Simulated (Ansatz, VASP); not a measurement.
**ZnHgO2: programs and potentials compared**

The starting cell:

```
CELL_PARAMETERS angstrom
4.00922 0.00000 0.00000
0.00000 4.00922 0.00000
0.00000 0.00000 3.30459
ATOMIC_POSITIONS crystal
Zn 0.00000 0.00000 0.00000
Hg 0.50000 0.50000 0.50000
O 0.50000 0.00000 0.00000
O 0.00000 0.50000 0.00000
```

The cell comes from a database or a generator and needn't be the stable form of this composition.

Alike in all runs: task relaxation of cell and atoms; functional PBE; k mesh 5 × 5 × 6; occupations fermi-dirac, width 0.05 eV; no spin polarisation; no spin-orbit coupling.

```
                              program and potentials  plane-wave cutoff (eV)                                    notes  equilibrium volume (Å³/atom)
                                  Ansatz, Ansatz PAW                     420  11 valence electrons an atom on average                         13.29
   VASP, PBE PAW files Hg, O, Zn, release 54, 900 eV                     900   9 valence electrons an atom on average                         13.39
             VASP, PBE PAW files Hg, O_s, Zn, 900 eV                     900   9 valence electrons an atom on average                         13.39
VASP, PBE PAW files Hg_sv_GW, O_GW, Zn_sv_GW, 900 eV                     900  13 valence electrons an atom on average                         13.29
   VASP, PBE PAW files Hg_sv_GW, O_GW, Zn_GW, 900 eV                     900  11 valence electrons an atom on average                         13.30
```

The equilibrium volume spans 13.29 (Ansatz, Ansatz PAW) to 13.39 Å³/atom (VASP, PBE PAW files Hg, O, Zn, release 54, 900 eV). Relaxations stop with a little pressure left, so the last digit of a volume isn't settled.

Differences between rows come from potentials, basis sets and numerical settings, since the functional is the same but for its coding. Runs on potential files found faulty are left out.
